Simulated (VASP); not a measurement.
A convergence study with VASP on Pt3Ti (L1_2): a few settings are varied, all else stays as given below, so the limit is that of these other settings.

```yaml
crystal:
  lattice:
    - [3.92000, 0.00000, 0.00000]
    - [0.00000, 3.92000, 0.00000]
    - [0.00000, 0.00000, 3.92000]
  atoms:
    - { symbol: Ti, position: [0.00000, 0.00000, 0.00000] }
    - { symbol: Pt, position: [0.00000, 0.50000, 0.50000] }
    - { symbol: Pt, position: [0.50000, 0.00000, 0.50000] }
    - { symbol: Pt, position: [0.50000, 0.50000, 0.00000] }
```

Method: PBE GGA, VASP's PBE PAW potentials (set 64) (plane waves; VASP 6.6.1). The last row used: 550 eV cut-off, 15×15×15 Γ-centred mesh, second-order Methfessel-Paxton smearing of 0.40 eV, potentials Ti_sv Pt.

```
setting                                   E (eV/atom)  pressure (GPa)  irreducible k-points
----------------------------------------  -----------  --------------  --------------------
ISMEAR = -1, SIGMA = 0.01, 4×4×4 mesh         -7.3842            4.67                    10
ISMEAR = -1, SIGMA = 0.2, 4×4×4 mesh          -7.3820            4.97                    10
ISMEAR = 0, SIGMA = 0.01, 4×4×4 mesh          -7.3840            4.67                    10
ISMEAR = 0, SIGMA = 0.2, 4×4×4 mesh           -7.3853            4.70                    10
ISMEAR = 1, SIGMA = 0.01, 4×4×4 mesh          -7.3840            4.67                    10
ISMEAR = 1, SIGMA = 0.2, 4×4×4 mesh           -7.3856            4.73                    10
ISMEAR = 2, SIGMA = 0.01, 4×4×4 mesh          -7.3840            4.67                    10
ISMEAR = 2, SIGMA = 0.2, 4×4×4 mesh           -7.3856             ___                    10
ISMEAR = -1, SIGMA = 0.05, 9×9×9 mesh         -7.3836            4.98                    35
ISMEAR = -1, SIGMA = 0.2, 9×9×9 mesh          -7.3780            5.24                    35
ISMEAR = 0, SIGMA = 0.05, 9×9×9 mesh          -7.3835            4.95                    35
ISMEAR = 0, SIGMA = 0.2, 9×9×9 mesh           -7.3834            4.99                    35
ISMEAR = 1, SIGMA = 0.05, 9×9×9 mesh          -7.3835            4.93                    35
ISMEAR = 1, SIGMA = 0.2, 9×9×9 mesh           -7.3841            4.96                    35
ISMEAR = 2, SIGMA = 0.05, 9×9×9 mesh          -7.3835            4.92                    35
ISMEAR = 2, SIGMA = 0.2, 9×9×9 mesh           -7.3842            4.98                    35
ISMEAR = -1, SIGMA = 0.05, 15×15×15 mesh      -7.3837            4.98                   120
ISMEAR = -1, SIGMA = 0.4, 15×15×15 mesh       -7.3648            7.03                   120
ISMEAR = 0, SIGMA = 0.05, 15×15×15 mesh       -7.3838            4.97                   120
ISMEAR = 0, SIGMA = 0.4, 15×15×15 mesh        -7.3797            5.05                   120
ISMEAR = 1, SIGMA = 0.05, 15×15×15 mesh       -7.3838            4.97                   120
ISMEAR = 1, SIGMA = 0.4, 15×15×15 mesh        -7.3815            4.80                   120
ISMEAR = 2, SIGMA = 0.05, 15×15×15 mesh       -7.3838            4.97                   120
ISMEAR = 2, SIGMA = 0.4, 15×15×15 mesh        -7.3826            4.89                   120
```

Q: Fill in the missing entries.

A: 
- ISMEAR = 2, SIGMA = 0.2, 4×4×4 mesh, pressure (GPa): 4.79

VASP warned of too few bands at ISMEAR = -1, SIGMA = 0.4, 15×15×15 mesh; ISMEAR = 1, SIGMA = 0.4, 15×15×15 mesh.

Left out are rungs that failed or repeat a setting and relaxations that didn't move; long series are thinned to 24 rows.

The compound is Pt3Ti in the L1_2 structure. The cell was not relaxed at this level.
